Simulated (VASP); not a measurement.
Consider the following.

```yaml
crystal:
  lattice:
    - [0.00000, 3.43497, 3.43497]
    - [3.43497, 0.00000, 3.43497]
    - [3.43497, 3.43497, 0.00000]
  atoms:
    - { symbol: Ba, position: [0.00000, 0.00000, 0.00000] }
    - { symbol: Te, position: [0.50000, 0.50000, 0.50000] }
```

The numbers are results of optB86b-vdW, VASP's PBE PAW potentials (set 64) (plane waves; VASP 6.6.1), not measurements. Run with 520 eV cut-off, 7×7×7 Γ-centred mesh, Gaussian smearing of 0.050 eV, potentials Ba_sv Te.

**Question.** Estimate the energy per atom (σ→0), pressure.

**Answer.** 
| Property | Result |
|---|---|
| energy per atom (σ→0) | -2.377 eV/atom |
| pressure | 2.23 GPa |

Only differences to runs with the same potentials and settings are physical.

The compound is BaTe in the rock salt structure. This cell is one point of a volume scan, at 0.94 of the reference volume.
